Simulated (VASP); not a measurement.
HfIr (space group P4/mmm): computed properties

Calculation: PBEsol GGA, VASP's PBE PAW potentials (set 64) (plane waves; VASP 6.6.1).

```json
{
  "space_group": "P4/mmm (123)",
  "cell": "a = 3.0565 Å, b = 3.0565 Å, c = 3.6144 Å, α = 90.00°, β = 90.00°, γ = 90.00°",
  "volume_per_atom": "16.88 Å³/atom",
  "band gap (over mesh and band path)": "none (metal, semimetal or under 0.01 eV)",
  "hill_bulk_modulus": "229 GPa",
  "hill_shear_modulus": "60.1 GPa",
  "Poisson's ratio": "0.379",
  "band_gap_with_spin_orbit_coupling": "none (metallic)",
  "density": "18.23 g/cm³",
  "optical Γ-point spectrum": "128 (×2), 140 cm⁻¹",
  "C11": "311 GPa",
  "C12": "180 GPa",
  "C13": "180 GPa",
  "C33": "363 GPa",
  "C44": "49.3 GPa",
  "C66": "58.9 GPa"
}
```

```xyz
2
Lattice="3.0565 0.0000 0.0000 0.0000 3.0565 0.0000 0.0000 0.0000 3.6144" Properties=species:S:1:pos:R:3 pbc="T T T"
Hf     1.5282     1.5282     0.0000
Ir     0.0000     0.0000     1.8072
```

Finite-difference elastic constants of metals are sensitive to mesh and smearing; shear constants can be off by tens of GPa. Unless said otherwise, spin-orbit coupling is left out, though it shifts the bands of the heavy elements here.

The structure comes from a computed database's HfIr entry (P4/mmm); how it stands against other phases isn't given here. It was relaxed first. Symmetry was kept, so distortions that lower it aren't found. The electron count is odd and the run is not spin-polarised, which forces a metal.
